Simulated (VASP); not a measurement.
Calculation: PBE GGA, VASP's PBE PAW potentials (set 64) (plane waves; VASP).

Input for VASP

INCAR:
```
SYSTEM  =  ZnSe
PREC  =  Accurate; ENCUT  =  500; LREAL  =  F
LASPH  =  T
EDIFF  =  1E-6; NELM  =  100; ALGO  =  Normal
LMAXMIX  =  4
ISMEAR  =  0; SIGMA  =  0.05
GGA  =  PE
IBRION  =  2; NSW  =  40; ISIF  =  3
EDIFFG  =  -0.02; PSTRESS  =  100
LWAVE  =  F; LCHARG  =  F
```

**POSCAR**
```
ZnSe
1
    0.0000000000     2.7993318819     2.7993318819
    2.7993318819     0.0000000000     2.7993318819
    2.7993318819     2.7993318819     0.0000000000
Zn Se
1 1
Direct
  0.0000000000   0.0000000000   0.0000000000
  0.2500000000   0.2500000000   0.2500000000
```

File KPOINTS:
```
Automatic mesh
0
Gamma
8 8 8
0 0 0
```

POTCAR, in this order: Zn Se (PBE.64 set). Program: vasp_std.

What VASP printed:

File OUTCAR:
```
 ion  position               nearest neighbor table
   1  0.000  0.000  0.000-   2 2.42   2 2.42   2 2.42   2 2.42
   2  0.250  0.250  0.250-   1 2.42   1 2.42   1 2.42   1 2.42
  LATTYP: Found a face centered cubic cell.
 ALAT       =     5.5986637638
 Subroutine PRICEL returns:
 Original cell was already a primitive cell.
 Subroutine GETGRP returns: Found 24 space group operations
The static configuration has the point symmetry T_d .
The dynamic configuration has the point symmetry T_d .
 Subroutine INISYM returns: Found 24 space group operations
 Subroutine IBZKPT returns following result:
 Found     29 irreducible k-points:

 Following reciprocal coordinates:
            Coordinates               Weight
  0.000000  0.000000  0.000000      1.000000
  0.125000  0.000000  0.000000      8.000000
  0.250000  0.000000  0.000000      8.000000
  0.375000  0.000000  0.000000      8.000000
  0.500000  0.000000  0.000000      4.000000
  0.125000  0.125000  0.000000      6.000000
  0.250000  0.125000  0.000000     24.000000
  0.375000  0.125000  0.000000     24.000000
  0.500000  0.125000  0.000000     24.000000
...
```

File OSZICAR:
```
       N       E                     dE             d eps       ncg     rms          rms(c)
DAV:   1     0.861364784203E+02    0.86136E+02   -0.90137E+03   754   0.153E+03
DAV:   2    -0.450158644519E+00   -0.86587E+02   -0.82928E+02   789   0.276E+02
DAV:   3    -0.621802750202E+01   -0.57679E+01   -0.57449E+01   949   0.711E+01
DAV:   4    -0.627085089013E+01   -0.52823E-01   -0.52816E-01   809   0.728E+00
DAV:   5    -0.627113877448E+01   -0.28788E-03   -0.28788E-03   924   0.519E-01    0.531E+00
DAV:   6    -0.600030292417E+01    0.27084E+00   -0.69808E-01  1066   0.301E+01    0.398E+00
DAV:   7    -0.598238930696E+01    0.17914E-01   -0.20595E-01   799   0.462E+00    0.165E+00
DAV:   8    -0.598252131617E+01   -0.13201E-03   -0.44352E-03  1009   0.736E-01    0.495E-01
DAV:   9    -0.598272083152E+01   -0.19952E-03   -0.11915E-03   819   0.318E-01    0.678E-02
DAV:  10    -0.598280750366E+01   -0.86672E-04   -0.15837E-04   881   0.125E-01    0.198E-02
DAV:  11    -0.598281775602E+01   -0.10252E-04   -0.35430E-05   887   0.683E-02    0.627E-03
DAV:  12    -0.598281903911E+01   -0.12831E-05   -0.45041E-06   834   0.188E-02    0.416E-03
DAV:  13    -0.598281901247E+01    0.26642E-07   -0.55533E-07   582   0.760E-03
   1 F= -.32445092E+01 E0= -.32445092E+01  d E =-.324451E+01
       N       E                     dE             d eps       ncg     rms          rms(c)
DAV:   1    -0.784751647021E+01   -0.18647E+01   -0.24047E+01   914   0.103E+02    0.109E+01
DAV:   2    -0.604537483721E+01    0.18021E+01   -0.10297E+01   824   0.112E+02    0.382E+00
DAV:   3    -0.579730303633E+01    0.24807E+00   -0.73902E-01   894   0.222E+01    0.182E+00
DAV:   4    -0.574251496502E+01    0.54788E-01   -0.15929E-01   834   0.324E+00    0.835E-01
DAV:   5    -0.573713226852E+01    0.53827E-02   -0.58801E-03  1131   0.238E+00    0.485E-01
DAV:   6    -0.573500901678E+01    0.21233E-02   -0.43854E-03  1189   0.192E+00    0.515E-02
DAV:   7    -0.573505124202E+01   -0.42225E-04   -0.20410E-03   894   0.973E-01    0.492E-02
DAV:   8    -0.573505101686E+01    0.22516E-06   -0.19401E-04   889   0.316E-01    0.723E-03
DAV:   9    -0.573505155725E+01   -0.54038E-06   -0.20010E-05   884   0.857E-02    0.511E-03
DAV:  10    -0.573505144153E+01    0.11572E-06   -0.11514E-06   572   0.158E-02
   2 F= -.32585671E+01 E0= -.32585671E+01  d E =-.140580E-01
       N       E                     dE             d eps       ncg     rms          rms(c)
DAV:   1    -0.623043332776E+01   -0.49538E+00   -0.47714E+00   909   0.537E+01    0.422E+00
DAV:   2    -0.592304591870E+01    0.30739E+00   -0.97237E-01   894   0.268E+01    0.167E+00
DAV:   3    -0.588299797863E+01    0.40048E-01   -0.40172E-02   819   0.200E+00    0.813E-01
DAV:   4    -0.587338861996E+01    0.96094E-02   -0.69258E-03   819   0.735E-01    0.258E-01
DAV:   5    -0.587257883766E+01    0.80978E-03   -0.11185E-03  1155   0.912E-01    0.273E-02
DAV:   6    -0.587258371497E+01   -0.48773E-05   -0.42529E-04   864   0.466E-01    0.253E-02
DAV:   7    -0.587259093254E+01   -0.72176E-05   -0.61147E-05   934   0.144E-01    0.116E-02
DAV:   8    -0.587259018226E+01    0.75029E-06   -0.90436E-06   824   0.454E-02
   3 F= -.32839840E+01 E0= -.32839840E+01  d E =-.394748E-01
```

OUTCAR:
```
------------------------ aborting loop because EDIFF is reached ----------------------------------------
  FORCE on cell =-STRESS in cart. coord.  units (eV):
  Direction    XX          YY          ZZ          XY          YZ          ZX
  --------------------------------------------------------------------------------------
  Total        2.5760947      2.5760947      2.5760947      0.0000000      0.0000000      0.0000000
  in kB       99.5166709     99.5166709     99.5166709      0.0000000      0.0000000      0.0000000
  external PRESSURE =      -0.4833291 kB  Pullay stress =     100.0000000 kB
  volume of cell :       41.47
      direct lattice vectors                 reciprocal lattice vectors
     0.000000000  2.747359703  2.747359703    -0.181992915  0.181992915  0.181992915
     2.747359703  0.000000000  2.747359703     0.181992915 -0.181992915  0.181992915
     2.747359703  2.747359703 -0.000000000     0.181992915  0.181992915 -0.181992915
  FREE ENERGIE OF THE ION-ELECTRON SYSTEM (eV)
  ---------------------------------------------------
  free  energy   TOTEN  =        -5.8725901823 eV

  energy  without entropy=       -5.8725901823  energy(sigma->0) =       -5.87259018
  enthalpy is  TOTEN    =        -3.2839839944 eV   P V=        2.5886061879

 reached required accuracy - stopping structural energy minimisation
```
(Selected blocks of OUTCAR.)

**CONTCAR**
```
ZnSe
   1.00000000000000
     0.0000000000000000    2.7473597028760777    2.7473597028760777
     2.7473597028760777    0.0000000000000000    2.7473597028760777
     2.7473597028760777    2.7473597028760777   -0.0000000000000000
  Zn              Se
     1     1
Direct
     0.0000000000000000    0.0000000000000000    0.0000000000000000
     0.2500000000000000    0.2500000000000000    0.2500000000000000
```

Energy and stress use the plane-wave basis of the starting cell.

The compound is ZnSe in the zinc blende structure. This run relaxes it under an external pressure of 10 GPa. Symmetry was kept, so distortions that lower it aren't found.
